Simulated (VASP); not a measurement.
Input:

```
CELL_PARAMETERS angstrom
      1.81374    -3.14149     0.00000
      1.81374     3.14149     0.00000
      0.00000     0.00000     5.51614
ATOMIC_POSITIONS crystal
  Tl 0.33333 0.66667 0.25000
  Tl 0.66667 0.33333 0.75000
```

These are PBE GGA, VASP's PBE PAW potentials (set 64) (plane waves; VASP) values and carry that method's errors. Run with 500 eV cut-off, 12×12×7 Γ-centred mesh, first-order Methfessel-Paxton smearing of 0.10 eV, potentials Tl_d.

Energy and stress use the plane-wave basis of the starting cell.

**Question.** The ions, cell shape and volume at an external pressure of 5.0 GPa are relaxed. Predict the relaxed structure.

**Answer.** 
```
CELL_PARAMETERS angstrom
      1.72332    -2.98488     0.00000
      1.72332     2.98488     0.00000
      0.00000     0.00000     5.35153
ATOMIC_POSITIONS crystal
  Tl 0.33333 0.66667 0.25000
  Tl 0.66667 0.33333 0.75000
```
Space group P6_3/mmc (194), at a tolerance of 0.03 Å.

**Question.** How do energy and volume change from the first to the last step?

**Answer.** The energy (σ→0) changes by +53.3 meV/atom and the volume by -12.4 %, in 9 ionic steps.

The compound is Tl in the hcp structure. This run relaxes it under an external pressure of 5 GPa. Symmetry was kept, so distortions that lower it aren't found.
